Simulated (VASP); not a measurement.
```
Be3ZnTe4
1.0
    5.73010     0.00000     0.00000
    0.00000     5.73010     0.00000
    0.00000     0.00000     5.73010
Zn Te Be
1 4 3
Cartesian
  0.00000   5.73010   0.00000
  1.49068   1.49068   1.49068
  4.23942   4.23942   1.49068
  4.23942   1.49068   4.23942
  1.49068   4.23942   4.23942
  2.86505   2.86505   0.00000
  2.86505   5.73010   2.86505
  0.00000   2.86505   2.86505
```

These are PBEsol GGA, VASP's PBE PAW potentials (set 64) (plane waves; VASP) values and carry that method's errors. Settings: 400 eV cut-off, Gaussian smearing of 0.050 eV, potentials Zn Te Be.

Unless said otherwise, spin-orbit coupling is left out, though it shifts the bands of the heavy elements here.

Problem. Give the energies of bands 12 to 25 at the high-symmetry points, in eV from the valence-band maximum.

Solution. 
```
band      Γ      X      M      R
----  -----  -----  -----  -----
12    -5.01  -3.71  -4.32  -5.45
13    -2.67  -3.45  -4.17  -5.45
14    -2.67  -3.19  -3.27  -1.41
15    -2.67  -3.19  -3.16  -1.41
16    -2.54  -3.12  -3.03  -1.23
17    -2.54  -2.76  -3.03  -1.23
18    -2.54  -1.82  -1.58  -1.23
19     0.00  -1.82  -1.16  -0.77
20     0.00  -1.36  -0.96  -0.77
21     0.00  -1.36  -0.96  -0.77
22     1.79   2.36   3.42   2.11
23     1.92   2.76   3.45   2.79
24     1.92   3.92   3.45   2.79
25     1.92   4.00   3.92   2.79
```

The gap is direct, 1.79 eV, from the valence maximum at Γ to the conduction minimum at Γ.

The structure was generated: Be3ZnTe4 was put into an ordered model structure (P-43m), which need not be its known phase. It was relaxed first.
